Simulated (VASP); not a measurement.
An input for Ansatz (written as the equivalent of a VASP run, and not itself run):

Ansatz 0.2 input:
```yaml
crystal:
  lattice:
    - [1.5759537, -2.7296318, 0.0000000]
    - [1.5759537, 2.7296318, 0.0000000]
    - [0.0000000, 0.0000000, 12.5431976]
  atoms:
    - { symbol: W, position: [0.3333330, 0.6666670, 0.2500000] }
    - { symbol: W, position: [0.6666670, 0.3333330, 0.7500000] }
    - { symbol: S, position: [0.3333330, 0.6666670, 0.8748089] }
    - { symbol: S, position: [0.6666670, 0.3333330, 0.3748089] }
    - { symbol: S, position: [0.6666670, 0.3333330, 0.1251911] }
    - { symbol: S, position: [0.3333330, 0.6666670, 0.6251911] }
kpoints:
  mp_grid: { grid: [7, 7, 2] }
hamiltonian:
  xc: pbesol
  pseudopotentials: { kind: paw }
scf:
  occupations: { method: gaussian, width: 0.05 }
  max_iter: 100
relax:
  max_steps: 60
  f_tol: 0.02
  cell: {}
output: { forces: true, stress: true, eigenvalues: true }
```

Question: Translate this input to VASP (INCAR, KPOINTS, POSCAR, choice of POTCAR).

Answer: One answer among several that fit: 
### POSCAR
```
WS2
1
    1.5759536573    -2.7296317828    -0.0000000000
    1.5759536573     2.7296317828     0.0000000000
    0.0000000000     0.0000000000    12.5431975579
W S
2 4
Direct
  0.3333330000   0.6666670000   0.2500000000
  0.6666670000   0.3333330000   0.7500000000
  0.3333330000   0.6666670000   0.8748089291
  0.6666670000   0.3333330000   0.3748089291
  0.6666670000   0.3333330000   0.1251910709
  0.3333330000   0.6666670000   0.6251910709
```

File KPOINTS:
```
Automatic
0
gamma
7 7 2
0 0 0
```

**INCAR**
```
ALGO = Normal   # blocked Davidson
LMAXMIX = 6   # l cut-off of mixed one-centre charges
NELM = 100
IBRION = 2
LWAVE = .False.
EDIFFG = -0.02   # ionic stop
GGA = PS   # PBEsol
PREC = Accurate
ISIF = 3
LASPH = .True.
ENCUT = 400   # plane-wave cut-off (eV)
LCHARG = .False.
SIGMA = 0.05   # width (eV)
ISMEAR = 0   # Gaussian
SYSTEM = WS2
EDIFF = 1E-6   # SCF stop (eV)
NSW = 60
LREAL = .False.
```

POTCAR, in this order: W_sv S (PBE.64 set). Program: vasp_std.

Limits of the translation: each code has its own PAW files, so the cut-off isn't converted (ENCUT is set for VASP's; basis.ecutwfc is left out, and Ansatz then takes the one that its files recommend); Ansatz stops its SCF on the density residual and VASP on the energy change (EDIFF).

The compound is WS2 in the 2H layered structure. This run relaxes it. Symmetry was kept, so distortions that lower it aren't found. The start is the result of an earlier pass.
